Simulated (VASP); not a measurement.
Input for VASP

**POSCAR**
```
TiB2
6.58920
  0.2345201238  -0.4062007527   0.0000000000
  0.2345201238   0.4062007527   0.0000000000
  0.0000000000   0.0000000000   0.5000000000
Ti B
1 2
Direct
  0.0000000000   0.0000000000   0.0000000000
  0.3333330000   0.6666670000   0.5000000000
  0.6666670000   0.3333330000   0.5000000000
```

### INCAR
```
! general
SYSTEM    = TiB2
PREC      = Accurate
ENCUT     = 520
LREAL     = .False.
LASPH     = .True.

! electronic loop
EDIFF     = 1E-6
NELM      = 100
ALGO      = Normal
LMAXMIX   = 4

! smearing
ISMEAR    = 1
SIGMA     = 0.1

! functional
GGA       = PE

! DFT+U
LDAU      = .True.
LDAUTYPE  = 2
LDAUL     = 2 -1
LDAUU     = 4.0 0
LDAUJ     = 0 0
LDAUPRINT = 1

! ions
ISIF      = 2

! output
LWAVE     = .False.
LCHARG    = .False.
LORBIT    = 10
```

### KPOINTS
```
K-points
0
Gamma
  10 10 8
```

POTCAR, in this order: Ti_sv B (PBE.64 set). Program: vasp_std.

Question: Translate this PBE+U calculation to Quantum ESPRESSO's pw.x.

Answer: One equivalent input (not run):
```
&CONTROL
  calculation = 'scf'
  pseudo_dir = './pseudo'
  outdir = './out'
  tprnfor = .true.
  tstress = .true.
/
&SYSTEM
  ibrav = 0
  nat = 3
  ntyp = 2
  ecutwfc = 84
  occupations = 'smearing'
  smearing = 'methfessel-paxton'
  degauss = 0.00735
  input_dft = 'pbe'
/
&ELECTRONS
  conv_thr = 7.3e-08
  electron_maxstep = 100
/
ATOMIC_SPECIES
  Ti 47.867 Ti.upf
  B 10.810 B.upf
CELL_PARAMETERS angstrom
     1.5453000   -2.6765380    0.0000000
     1.5453000    2.6765380    0.0000000
     0.0000000    0.0000000    3.2946000
ATOMIC_POSITIONS crystal
  Ti   0.0000000  0.0000000  0.0000000
  B    0.3333330  0.6666670  0.5000000
  B    0.6666670  0.3333330  0.5000000
K_POINTS automatic
  10 10 8 0 0 0
HUBBARD {ortho-atomic}
U Ti-3d 4
```
Limits of the translation: the potentials are each code's own (VASP's PAW set, PseudoDojo norm-conserving files in pw.x), so ENCUT and ecutwfc are chosen apart and not converted; conv_thr bounds pw.x's estimated SCF error, while EDIFF bounds the energy change between steps; the +U projectors differ (PAW spheres against orthogonalised atomic orbitals), so the same U acts differently.

The compound is TiB2 in the AlB2 type structure. The cell was not relaxed at this level. The run is one of a series of settings (LDAU = .TRUE., LDAUJ = 0 0, LDAUL = 2 -1, LDAUTYPE = 2, LDAUU = 4.0 0 against the base run), some of them coarse on purpose.
